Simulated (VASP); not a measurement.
Method: PBE GGA, VASP's PBE PAW potentials (set 64) (plane waves; VASP 6.6.1).

Input for VASP

### KPOINTS
```
K-points
0
Gamma
 10 10 4
0 0 0
```

**INCAR**
```
! general
SYSTEM = BN
PREC   = Accurate
ENCUT  = 600
LREAL  = F   ! projection in real space or not
LASPH  = T

! electronic loop
EDIFF  = 1E-7   ! SCF stop (eV)
NELM   = 100   ! most electronic steps
ALGO   = Normal   ! blocked Davidson

! smearing
ISMEAR = 0   ! Gaussian
SIGMA  = 0.05

! functional
GGA    = PE   ! PBE

! ions
ISIF   = 2   ! forces and stress, cell fixed

! output
LWAVE  = F
LCHARG = F
```

File POSCAR:
```
BN
1
    1.2564379813    -2.1762148131    -0.0000000000
    1.2564379813     2.1762148131    -0.0000000000
    0.0000000000    -0.0000000000     7.6483295463
B N
2 2
Direct
  0.3333330000   0.6666670000   0.2500000000
  0.6666670000   0.3333330000   0.7500000000
  0.6666670000   0.3333330000   0.2500000000
  0.3333330000   0.6666670000   0.7500000000
```

POTCAR, in this order: B N (PBE.64 set). Program: vasp_std.

Output of the run:

OUTCAR:
```
 ion  position               nearest neighbor table
   1  0.333  0.667  0.250-   3 1.45   3 1.45   3 1.45
   2  0.667  0.333  0.750-   4 1.45   4 1.45   4 1.45
   3  0.667  0.333  0.250-   1 1.45   1 1.45   1 1.45
   4  0.333  0.667  0.750-   2 1.45   2 1.45   2 1.45
  LATTYP: Found a hexagonal cell.
 ALAT       =     2.5128763029
 C/A-ratio  =     3.0436554070
 Subroutine PRICEL returns:
 Original cell was already a primitive cell.
 Subroutine GETGRP returns: Found 24 space group operations
The static configuration has the point symmetry D_3d.
 The point group associated with its full space group is D_6h.
The dynamic configuration has the point symmetry D_3d.
 Subroutine INISYM returns: Found 24 space group operations
 Subroutine IBZKPT returns following result:
 Found     42 irreducible k-points:

 Following reciprocal coordinates:
            Coordinates               Weight
  0.000000  0.000000  0.000000      1.000000
  0.100000  0.000000  0.000000      6.000000
  0.200000  0.000000  0.000000      6.000000
  0.300000 -0.000000  0.000000      6.000000
  0.400000  0.000000  0.000000      6.000000
...
```

OSZICAR:
```
       N       E                     dE             d eps       ncg     rms          rms(c)
DAV:   1     0.790765546996E+02    0.79077E+02   -0.87474E+03  1016   0.135E+03
DAV:   2    -0.325588348235E+02   -0.11164E+03   -0.97589E+02  1452   0.285E+02
DAV:   3    -0.387749801455E+02   -0.62161E+01   -0.61589E+01  1268   0.720E+01
DAV:   4    -0.388576061849E+02   -0.82626E-01   -0.82558E-01  1252   0.869E+00
DAV:   5    -0.388590852447E+02   -0.14791E-02   -0.14783E-02  1308   0.115E+00    0.112E+01
DAV:   6    -0.356059332083E+02    0.32532E+01   -0.82163E+00  1188   0.247E+01    0.499E+00
DAV:   7    -0.353049059599E+02    0.30103E+00   -0.50049E-01  1264   0.651E+00    0.312E+00
DAV:   8    -0.352110264088E+02    0.93880E-01   -0.35623E-01  1268   0.452E+00    0.478E-01
DAV:   9    -0.352072037132E+02    0.38227E-02   -0.16591E-02  1200   0.118E+00    0.189E-01
DAV:  10    -0.352087350957E+02   -0.15314E-02   -0.16609E-03  1188   0.359E-01    0.450E-02
DAV:  11    -0.352089276470E+02   -0.19255E-03   -0.24057E-04  1212   0.153E-01    0.275E-02
DAV:  12    -0.352089281051E+02   -0.45811E-06   -0.56304E-05  1208   0.671E-02    0.521E-03
DAV:  13    -0.352089284428E+02   -0.33767E-06   -0.30335E-06  1244   0.153E-02    0.134E-03
DAV:  14    -0.352089286204E+02   -0.17765E-06   -0.26598E-07  1152   0.485E-03    0.506E-04
DAV:  15    -0.352089286183E+02    0.20664E-08   -0.80616E-09   884   0.896E-04
   1 F= -.35208929E+02 E0= -.35208929E+02  d E =-.471972E-12
```

### OUTCAR
```
------------------------ aborting loop because EDIFF is reached ----------------------------------------
  FORCE on cell =-STRESS in cart. coord.  units (eV):
  Direction    XX          YY          ZZ          XY          YZ          ZX
  --------------------------------------------------------------------------------------
  Total       -0.0748402     -0.0748402      0.0485078      0.0000000     -0.0000000      0.0000000
  in kB       -2.8668568     -2.8668578      1.8581570      0.0000000     -0.0000000      0.0000000
  external PRESSURE =      -1.2918526 kB  Pullay stress =       0.0000000 kB
  volume of cell :       41.83
      direct lattice vectors                 reciprocal lattice vectors
     1.256437981 -2.176214813  0.000000000     0.397950402 -0.229756730  0.000000000
     1.256437981  2.176214813  0.000000000     0.397950402  0.229756730  0.000000000
     0.000000000  0.000000000  7.648329546     0.000000000  0.000000000  0.130747504
  FREE ENERGIE OF THE ION-ELECTRON SYSTEM (eV)
  ---------------------------------------------------
  free  energy   TOTEN  =       -35.2089286183 eV

  energy  without entropy=      -35.2089286183  energy(sigma->0) =      -35.20892862
```
(Selected blocks of OUTCAR.)

Without a dispersion term in the relaxation, distances and binding between the weakly bound layers, chains or molecules are unreliable, and so is what depends on them.

The compound is BN in the hex structure. It was relaxed first, which changed the volume by +16 %.
